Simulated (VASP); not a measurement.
# CaMg6Cr (Amm2) in VASP: reference runs, part 2 of 3

VASP 6.6.1. The steps go on from the part before.

**3. Single point, PBE, collinear spin, ferromagnetic start (atoms moved at random, drawn with an rms of 0.05 Å)**

INCAR reads:

```
PREC = Accurate
ENCUT = 520
EDIFF = 1E-7
ISMEAR = -1
SIGMA = 0.05
LREAL = False
LASPH = True
NELM = 150
ALGO = Normal
ISIF = 2
LWAVE = False
LCHARG = False
ISPIN = 2
MAGMOM = 3 0 0 0 0 0 0 0
LORBIT = 11
LMAXMIX = 4
GGA = PE
NBANDS = 31
```

KPOINTS reads:

```
regular mesh
0
Gamma
  5 5 5
```

POSCAR reads:

```
CaMg6Cr
1.0
    5.1723670000      0.0000000000      0.0000000000
    0.0000000000      3.2632100000      5.6438340000
    0.0000000000     -3.2632100000      5.6438340000
Cr Ca Mg
1 1 6
Direct
    0.4979400000      0.6660960000      0.6663820000
   -0.0048820000      0.8302730000      0.8264380000
    0.5073180000      0.1693300000      0.1635410000
    0.5041180000      0.6627470000      0.1794450000
    0.4957840000      0.1873020000      0.6622650000
   -0.0017040000      0.3319300000      0.3440870000
    0.0025820000      0.8268850000      0.3376370000
   -0.0039110000      0.3367900000      0.8363090000
```

Potentials or basis: VASP PAW PBE potentials, release 64 (Cr_pv, Ca_sv, Mg).

Launch:

```sh
cat potpaw_PBE.64/Cr_pv/POTCAR potpaw_PBE.64/Ca_sv/POTCAR potpaw_PBE.64/Mg/POTCAR > POTCAR
mpirun -np 1 vasp_std > vasp.out
```

OUTCAR:

```text
PREC = Accurate
   ENCUT = 520
   EDIFF = 1E-7
   ISMEAR = -1
   LREAL = False
   LASPH = True
   NELM = 150
   ISIF = 2
   ISPIN = 2
   LORBIT = 11
   GGA = PE

 ion  position               nearest neighbor table
   1  0.498  0.666  0.666-   5 3.13   2 3.16   7 3.16   8 3.18   4 3.19   8 3.19   7 3.20   3 3.24
                             3 3.28   4 3.33   5 3.38
   2  0.995  0.830  0.826-   1 3.16   8 3.19   7 3.20   6 3.21   4 3.23   5 3.28   5 3.28   4 3.30
                             6 3.32   7 3.32   8 3.33
   3  0.507  0.169  0.164-   8 3.13   6 3.19   7 3.21   5 3.21   8 3.23   1 3.24   7 3.25   4 3.25
                             6 3.27   4 3.27   1 3.28   5 3.31
   4  0.504  0.663  0.179-   5 3.13   7 3.16   6 3.17   7 3.17   1 3.19   6 3.22   2 3.23   3 3.25
                             3 3.27   2 3.30   1 3.33   5 3.40
   5  0.496  0.187  0.662-   4 3.13   1 3.13   6 3.14   6 3.16   8 3.17   8 3.17   3 3.21   2 3.28
                             2 3.28   3 3.31   1 3.38   4 3.40
   6  0.998  0.332  0.344-   5 3.14   5 3.16   4 3.17   3 3.19   7 3.21   2 3.21   4 3.22   8 3.22
                             3 3.27   8 3.29   7 3.31   2 3.32
   7  0.003  0.827  0.338-   4 3.16   1 3.16   4 3.17   2 3.20   1 3.20   6 3.21   3 3.21   8 3.23
                             3 3.25   8 3.30   6 3.31   2 3.32
   8  0.996  0.337  0.836-   3 3.13   5 3.17   5 3.17   1 3.18   2 3.19   1 3.19   6 3.22   3 3.23
                             7 3.23   6 3.29   7 3.30   2 3.33

  LATTYP: Found a base centered orthorhombic cell.
 ALAT       =     6.5264200000
 B/A-ratio  =     1.7295344155
 C/A-ratio  =     0.7925274500

  Lattice vectors:

 A1 = (   0.0000000000,   3.2632100000,  -5.6438340000)
 A2 = (   0.0000000000,   3.2632100000,   5.6438340000)
 A3 = (   5.1723670000,   0.0000000000,   0.0000000000)

Analysis of symmetry for initial positions (statically):
=====================================================================
 Subroutine PRICEL returns:
 Original cell was already a primitive cell.

 Routine SETGRP: Setting up the symmetry group for a
 base centered orthorhombic supercell.

 Subroutine GETGRP returns: Found  1 space group operations
 (whereof  1 operations were pure point group operations)
 out of a pool of  8 trial point group operations.

[... 974 lines left out ...]
      4     -37.3829      1.00000
      5     -19.1967      1.00000
      6     -19.1798      1.00000
[... 757 lines left out ...]
     28       7.1265      0.00000
     29       7.2460      0.00000

 [... further k-points ...]

 [bands above 29 left out]

------------------------ aborting loop because EDIFF is reached ----------------------------------------

  FORCE on cell =-STRESS in cart. coord.  units (eV):
  Direction    XX          YY          ZZ          XY          YZ          ZX
  --------------------------------------------------------------------------------------
  -------------------------------------------------------------------------------------
  Total        0.2555194     -0.1991669      0.2841308      0.0967244     -0.0463411     -0.0432976
  in kB        2.1487991     -1.6749012      2.3894083      0.8134073     -0.3897070     -0.3641131
  external PRESSURE =       0.9544354 kB  Pullay stress =       0.0000000 kB

 VOLUME and BASIS-vectors are now :
 -----------------------------------------------------------------------------
  energy-cutoff  :      520.00
  volume of cell :      190.52
      direct lattice vectors                 reciprocal lattice vectors
     5.172367000  0.000000000  0.000000000     0.193335082  0.000000000  0.000000000
     0.000000000  3.263210000  5.643834000     0.000000000  0.153223360  0.088592258
     0.000000000 -3.263210000  5.643834000     0.000000000 -0.153223360  0.088592258

 POSITION                                       TOTAL-FORCE (eV/Angst)
 -----------------------------------------------------------------------------------
      2.57553     -0.00093      7.52028        -0.005872      0.019148     -0.199751
      5.14712      0.01251      9.35020         0.082785     -0.089802      0.095668
      2.62403      0.01889      1.87867        -0.105418     -0.070063      0.077145
      2.60748      1.57712      4.75319        -0.099931      0.005522      0.053331
      2.56438     -1.54990      4.79482         0.007030     -0.042310      0.007371
      5.16355     -0.03967      3.81533         0.049462      0.153057      0.000175
      0.01336      1.59652      6.57237         0.013641     -0.120955      0.023705
      5.15214     -1.63004      6.62078         0.058303      0.145402     -0.057643
 -----------------------------------------------------------------------------------
    total drift:                                0.000326      0.000026     -0.000055

  FREE ENERGIE OF THE ION-ELECTRON SYSTEM (eV)
  ---------------------------------------------------
  free  energy   TOTEN  =       -19.1726330393 eV

  energy  without entropy=      -19.1407578290  energy(sigma->0) =      -19.15669543

 total charge

# of ion       s       p       d       tot
------------------------------------------
    1        0.280   6.119   4.063  10.462
    2        2.072   5.852   0.265   8.190
    3        0.197   0.116   0.011   0.324
    4        0.217   0.123   0.010   0.350
    5        0.216   0.124   0.010   0.351
    6        0.224   0.124   0.010   0.358
    7        0.218   0.124   0.010   0.353
    8        0.218   0.125   0.010   0.354
--------------------------------------------------
tot          3.643  12.708   4.390  20.741

 magnetization (x)

# of ion       s       p       d       tot
------------------------------------------
    1        0.069   0.047   3.730   3.846
    2        0.000   0.007   0.017   0.025
    3       -0.011  -0.000   0.001  -0.010
    4       -0.011   0.001   0.001  -0.009
    5       -0.011   0.001   0.001  -0.008
    6        0.006   0.002  -0.000   0.008
    7       -0.009   0.002   0.001  -0.005
    8       -0.009   0.002   0.001  -0.006
--------------------------------------------------
tot          0.027   0.063   3.752   3.841
```

OSZICAR:

```text
N       E                     dE             d eps       ncg     rms          rms(c)
DAV:   1     0.178596373567E+03    0.17860E+03   -0.14931E+04  8820   0.904E+02
DAV:   2    -0.969153305060E+01   -0.18829E+03   -0.17931E+03  8477   0.228E+02
DAV:   3    -0.198565310766E+02   -0.10165E+02   -0.98079E+01 12444   0.455E+01
[... 12 lines left out ...]
DAV:  16    -0.191726309478E+02   -0.67676E-05   -0.60213E-05 10567   0.318E-02    0.158E-02
DAV:  17    -0.191726326530E+02   -0.17052E-05   -0.11296E-05  9745   0.140E-02    0.475E-03
DAV:  18    -0.191726328772E+02   -0.22422E-06   -0.14870E-06 11179   0.526E-03    0.402E-03
DAV:  19    -0.191726330347E+02   -0.15743E-06   -0.21297E-07  8209   0.259E-03    0.149E-03
DAV:  20    -0.191726330393E+02   -0.45861E-08   -0.51307E-08  5111   0.116E-03
   1 F= -.19172633E+02 E0= -.19156695E+02  d E =-.318752E-01  mag=     4.5076
```

stdout:

```text
POSCAR found type information on POSCAR CrCaMg
 POSCAR found :  3 types and       8 ions
 scaLAPACK will be used
 LDA part: xc-table for (Slater+PW92), standard interpolation
 POSCAR, INCAR and KPOINTS ok, starting setup
 FFT: planning ... GRIDC
 FFT: planning ... GRID_SOFT
 FFT: planning ... GRID
 WAVECAR not read
 entering main loop
```

Wall time 8.6 min (1 thread of Intel Xeon 6975P-C (Granite Rapids), shared host); peak memory 0.77 GiB.

Results:

```yaml
Free_energy: -19.1726 eV
Pressure: 0.1 GPa
Largest_force: 0.201 eV/Å
Band_gap_on_the_k_mesh: none (metal or under the smearing width)
Net_moment: 4.51 μB per cell
Site_moments: Cr +3.85; Ca +0.03; Mg -0.01, +0.01 μB
Valence_electrons_inside_the_program's_atomic_spheres: Cr 10.46; Ca 8.19; Mg 0.32, 0.35, 0.36
```

Forces in eV/Å, atoms in the order of the input:
```
Cr  -0.006  0.019 -0.200
Ca   0.083 -0.090  0.096
Mg  -0.105 -0.070  0.077
Mg  -0.100  0.006  0.053
Mg   0.007 -0.042  0.007
Mg   0.049  0.153  0.000
Mg   0.014 -0.121  0.024
Mg   0.058  0.145 -0.058
```

Levels at points of the mesh, in eV from the Fermi level:
Spin up:
| k point | band 18 | band 19 | band 20 | band 21 | band 22 | band 23 |
| --- | --- | --- | --- | --- | --- | --- |
| (0.00, 0.00, 0.00) | -1.05 | -0.66 | -0.53 | 0.30 | 1.61 | 1.64 |
Spin down:
```csv
k point,band 13,band 14,band 15,band 16,band 17,band 18
"(0.00, 0.00, 0.00)",-1.53,-1.03,-0.98,-0.40,1.02,1.42
```

**4. Equation of state, PBE, collinear spin, ferromagnetic start, 22.39 Å³/atom (volume scaled by 0.94)**

INCAR reads:

```
PREC = Accurate
ENCUT = 520
EDIFF = 1E-7
ISMEAR = -1
SIGMA = 0.05
LREAL = F
LASPH = T
NELM = 120
ALGO = Normal
ISIF = 2
LWAVE = F
LCHARG = F
ISPIN = 2
MAGMOM = 3 0 0 0 0 0 0 0
LORBIT = 11
LMAXMIX = 4
GGA = PE
NBANDS = 31
```

KPOINTS is that of step 3.

POSCAR reads:

```
CaMg6Cr
1.0
    5.0667788624      0.0000000000      0.0000000000
    0.0000000000      3.1965951858      5.5286213863
    0.0000000000     -3.1965951858      5.5286213863
Cr Ca Mg
1 1 6
Direct
    0.5000000000      0.6629090000      0.6629090000
    0.0000000000      0.8296510000      0.8296510000
    0.5000000000      0.1663380000      0.1663380000
    0.5000000000      0.6634670000      0.1752350000
    0.5000000000      0.1752350000      0.6634670000
    0.0000000000      0.3355940000      0.3355940000
    0.0000000000      0.8253860000      0.3414200000
    0.0000000000      0.3414200000      0.8253860000
```

Launch:

```sh
cat potpaw_PBE.64/Cr_pv/POTCAR potpaw_PBE.64/Ca_sv/POTCAR potpaw_PBE.64/Mg/POTCAR > POTCAR
mpirun -np 1 vasp_std > vasp.out
```

It took 3.9 min on 1 thread of Intel Xeon 6975P-C (Granite Rapids), shared host; peak memory 0.52 GiB.

The run converged. Its results:

```
Free energy                                           : -19.1026 eV
Pressure                                              : 2.5 GPa
Largest force                                         : 0.136 eV/Å
Band gap on the k mesh                                : none (metal or under the smearing width)
Net moment                                            : 4.38 μB per cell
Site moments                                          : Cr +3.77; Ca +0.02; Mg -0.01, +0.01 μB
Valence electrons inside the program's atomic spheres : Cr 10.49; Ca 8.22; Mg 0.34, 0.37
```

**5. Equation of state, PBE, collinear spin, ferromagnetic start, 22.86 Å³/atom (volume scaled by 0.96)**

INCAR reads:

```
SYSTEM = CaMg6Cr
PREC = Accurate
ENCUT = 520
EDIFF = 1E-7
ISMEAR = -1
SIGMA = 0.05
LREAL = .FALSE.
LASPH = .TRUE.
NELM = 150
ALGO = Normal
ISIF = 2
LWAVE = .FALSE.
LCHARG = .FALSE.
ISPIN = 2
MAGMOM = 3 0 0 0 0 0 0 0
LORBIT = 11
LMAXMIX = 4
GGA = PE
NBANDS = 31
```

KPOINTS reads:

```
regular mesh
0
G
  5 5 5
  0 0 0
```

POSCAR: that of step 4 with these lines changed.

```diff
@@ -2,5 +2,5 @@
 1.0
-    5.0667788624      0.0000000000      0.0000000000
-    0.0000000000      3.1965951858      5.5286213863
-    0.0000000000     -3.1965951858      5.5286213863
+    5.1024615793      0.0000000000      0.0000000000
+    0.0000000000      3.2191071612      5.5675566225
+    0.0000000000     -3.2191071612      5.5675566225
 Cr Ca Mg
```

Potentials or basis: VASP PAW PBE potentials, release 64 (Cr_pv, Ca_sv, Mg).

Launch:

```sh
cat potpaw_PBE.64/Cr_pv/POTCAR potpaw_PBE.64/Ca_sv/POTCAR potpaw_PBE.64/Mg/POTCAR > POTCAR
mpirun -np 1 vasp_std > vasp.out
```

OUTCAR:

```text
SYSTEM = CaMg6Cr
   PREC = Accurate
   ENCUT = 520
   EDIFF = 1E-7
   ISMEAR = -1
   LREAL = .FALSE.
   LASPH = .TRUE.
   NELM = 150
   ISIF = 2
   ISPIN = 2
   LORBIT = 11
   GGA = PE

 Found     27 irreducible k-points:

 Following reciprocal coordinates:
            Coordinates               Weight
  0.000000  0.000000  0.000000      1.000000
  0.200000  0.000000  0.000000      2.000000
  0.400000  0.000000  0.000000      2.000000
  0.000000  0.200000  0.000000      4.000000
  0.200000  0.200000  0.000000      8.000000
  0.400000  0.200000  0.000000      8.000000
   k-points           NKPTS =     27   k-points in BZ     NKDIM =     27   number of bands    NBANDS=     31
   number of dos      NEDOS =    301   number of ions     NIONS =      8
   total plane-waves  NPLWV =  92160
   dimension x,y,z NGX =    40 NGY =   48 NGZ =   48
   dimension x,y,z NGXF=    80 NGYF=   96 NGZF=   96
   ions per type =               1   1   6
   NGX,Y,Z   is equivalent  to a cutoff of  13.03, 12.41, 12.41 a.u.
   NGXF,Y,Z  is equivalent  to a cutoff of  26.07, 24.82, 24.82 a.u.
 SYSTEM =  CaMg6Cr
   PREC   = accura    normal or accurate (medium, high low for compatibility)
   ISTART =      0    job   : 0-new  1-cont  2-samecut
   ICHARG =      2    charge: 1-file 2-atom 10-const
   ISPIN  =      2    spin polarized calculation?
   LNONCOLLINEAR =      F non collinear calculations
   LSORBIT =      F    spin-orbit coupling
   LASPH  =      T    aspherical Exc in radial PAW
   ENCUT  =  520.0 eV  38.22 Ry    6.18 a.u.   9.49 11.96 11.96*2*pi/ulx,y,z
   NELM   =    150;   NELMIN=  2; NELMDL= -5     # of ELM steps
   EDIFF  = 0.1E-06   stopping-criterion for ELM
   LREAL  =      F    real-space projection
   EDIFFG = 0.1E-05   stopping-criterion for IOM
   NSW    =      0    number of steps for IOM
   IBRION =     -1    ionic relax: 0-MD 1-quasi-New 2-CG
   NFREE  =      0    steps in history (QN), initial steepest desc. (CG)
   ISIF   =      2    stress and relaxation
   ISYM   =      2    0-nonsym 1-usesym 2-fastsym
   POTIM  = 0.5000    time-step for ionic-motion
   TEBEG  =    0.0;   TEEND  =   0.0 temperature during run
   PSTRESS=    0.0 pullay stress
   NELECT =      34.0000    total number of electrons
   NUPDOWN=      -1.0000    fix difference up-down
[... 243 lines left out ...]
      1     -37.7940      1.00000
      2     -37.2538      1.00000
      3     -37.2218      1.00000
      4     -37.2121      1.00000
      5     -18.8848      1.00000
      6     -18.8662      1.00000
[... 181 lines left out ...]
     28       7.4536      0.00000
     29       7.8576      0.00000

 [... further k-points ...]

 [bands above 29 left out]

------------------------ aborting loop because EDIFF is reached ----------------------------------------

  FORCE on cell =-STRESS in cart. coord.  units (eV):
  Direction    XX          YY          ZZ          XY          YZ          ZX
  --------------------------------------------------------------------------------------
  -------------------------------------------------------------------------------------
  Total        1.9135814      1.6790264      1.8846709      0.0000000      0.0000000      0.0000000
  in kB       16.7628442     14.7081582     16.5095901      0.0000000      0.0000000      0.0000000
  external PRESSURE =      15.9935308 kB  Pullay stress =       0.0000000 kB

 VOLUME and BASIS-vectors are now :
 -----------------------------------------------------------------------------
  energy-cutoff  :      520.00
  volume of cell :      182.90
      direct lattice vectors                 reciprocal lattice vectors
     5.102461579  0.000000000  0.000000000     0.195983837  0.000000000  0.000000000
     0.000000000  3.219107161  5.567556622     0.000000000  0.155322571  0.089806002
     0.000000000 -3.219107161  5.567556622     0.000000000 -0.155322571  0.089806002

 POSITION                                       TOTAL-FORCE (eV/Angst)
 -----------------------------------------------------------------------------------
      2.55123      0.00000      7.38157         0.000000     -0.000000     -0.136324
      0.00000      0.00000      9.23826         0.000000     -0.000000     -0.008723
      2.55123      0.00000      1.85219         0.000000     -0.000000     -0.003520
      2.55123      1.57167      4.66952         0.000000     -0.084733      0.079300
      2.55123     -1.57167      4.66952         0.000000      0.084733      0.079300
      0.00000      0.00000      3.73688         0.000000     -0.000000      0.006619
      0.00000      1.55794      6.49626         0.000000     -0.033864     -0.008326
      0.00000     -1.55794      6.49626         0.000000      0.033864     -0.008326
 -----------------------------------------------------------------------------------
    total drift:                               -0.000000      0.000000     -0.000207

  FREE ENERGIE OF THE ION-ELECTRON SYSTEM (eV)
  ---------------------------------------------------
  free  energy   TOTEN  =       -19.1513570937 eV

  energy  without entropy=      -19.1185070979  energy(sigma->0) =      -19.13493210

 total charge

# of ion       s       p       d       tot
------------------------------------------
    1        0.285   6.128   4.065  10.478
    2        2.075   5.855   0.283   8.212
    3        0.198   0.122   0.012   0.332
    4        0.219   0.130   0.011   0.360
    5        0.219   0.130   0.011   0.360
    6        0.225   0.131   0.011   0.367
    7        0.221   0.132   0.011   0.364
    8        0.221   0.132   0.011   0.364
--------------------------------------------------
tot          3.663  12.759   4.416  20.838

 magnetization (x)

# of ion       s       p       d       tot
------------------------------------------
    1        0.067   0.047   3.684   3.798
    2        0.000   0.007   0.012   0.020
    3       -0.011  -0.000   0.001  -0.010
    4       -0.011   0.001   0.001  -0.009
    5       -0.011   0.001   0.001  -0.009
    6        0.007   0.002  -0.000   0.009
    7       -0.009   0.002   0.001  -0.006
    8       -0.009   0.002   0.001  -0.006
--------------------------------------------------
tot          0.024   0.062   3.702   3.788
```

OSZICAR:

```text
N       E                     dE             d eps       ncg     rms          rms(c)
DAV:   1     0.182085258239E+03    0.18209E+03   -0.14905E+04  3780   0.906E+02
DAV:   2    -0.980191313397E+01   -0.19189E+03   -0.18300E+03  3614   0.232E+02
DAV:   3    -0.200548682712E+02   -0.10253E+02   -0.99022E+01  5442   0.460E+01
[... 12 lines left out ...]
DAV:  16    -0.191513569026E+02   -0.91290E-05   -0.51877E-05  4610   0.303E-02    0.155E-02
DAV:  17    -0.191513567268E+02    0.17579E-06   -0.12054E-05  4323   0.161E-02    0.583E-03
DAV:  18    -0.191513570156E+02   -0.28877E-06   -0.12813E-06  4605   0.478E-03    0.433E-03
DAV:  19    -0.191513571238E+02   -0.10826E-06   -0.35126E-07  3617   0.337E-03    0.131E-03
DAV:  20    -0.191513570937E+02    0.30129E-07   -0.54830E-08  2284   0.109E-03
   1 F= -.19151357E+02 E0= -.19134932E+02  d E =-.328500E-01  mag=     4.4170
```

Run time: 3.7 min. Hardware: 1 thread of Intel Xeon 6975P-C (Granite Rapids), shared host; peak memory 0.51 GiB.

Results:

```
Free energy                                           : -19.1514 eV
Pressure                                              : 1.6 GPa
Largest force                                         : 0.136 eV/Å
Band gap on the k mesh                                : none (metal or under the smearing width)
Net moment                                            : 4.42 μB per cell
Site moments                                          : Cr +3.80; Ca +0.02; Mg -0.01, +0.01 μB
Valence electrons inside the program's atomic spheres : Cr 10.48; Ca 8.21; Mg 0.33, 0.36, 0.37
```

**6. Equation of state, PBE, collinear spin, ferromagnetic start, 23.34 Å³/atom (volume scaled by 0.98)**

INCAR reads:

```
SYSTEM = CaMg6Cr
ALGO = Normal
EDIFF = 1E-7
ENCUT = 520
GGA = PE
ISIF = 2
ISMEAR = -1
ISPIN = 2
LASPH = .True.
LCHARG = .False.
LMAXMIX = 4
LORBIT = 11
LREAL = .False.
LWAVE = .False.
MAGMOM = 3 0 0 0 0 0 0 0
NBANDS = 31
NELM = 100
PREC = Accurate
SIGMA = 0.05
```

KPOINTS reads:

```
k-points
0
Gamma
  5 5 5
  0 0 0
```

POSCAR: that of step 5 with these lines changed.

```diff
@@ -2,5 +2,5 @@
 1.0
-    5.1024615793      0.0000000000      0.0000000000
-    0.0000000000      3.2191071612      5.5675566225
-    0.0000000000     -3.2191071612      5.5675566225
+    5.1376520815      0.0000000000      0.0000000000
+    0.0000000000      3.2413086018      5.6059547781
+    0.0000000000     -3.2413086018      5.6059547781
 Cr Ca Mg
```

Potentials or basis: VASP PAW PBE potentials, release 64 (Cr_pv, Ca_sv, Mg).

Launch:

```sh
cat potpaw_PBE.64/Cr_pv/POTCAR potpaw_PBE.64/Ca_sv/POTCAR potpaw_PBE.64/Mg/POTCAR > POTCAR
mpirun -np 1 vasp_std > vasp.out
```

It took 3.7 min on 1 thread of Intel Xeon 6975P-C (Granite Rapids), shared host; peak memory 0.52 GiB.

Results (log left out):

| Property | Result |
| --- | --- |
| Free energy | -19.1800 eV |
| Pressure | 0.8 GPa |
| Largest force | 0.136 eV/Å |
| Band gap on the k mesh | none (metal or under the smearing width) |
| Net moment | 4.45 μB per cell |
| Site moments | Cr +3.82; Ca +0.02; Mg -0.01, +0.01 μB |
| Valence electrons inside the program's atomic spheres | Cr 10.47; Ca 8.20; Mg 0.33, 0.35, 0.36 |

[end of part 2 of 3]
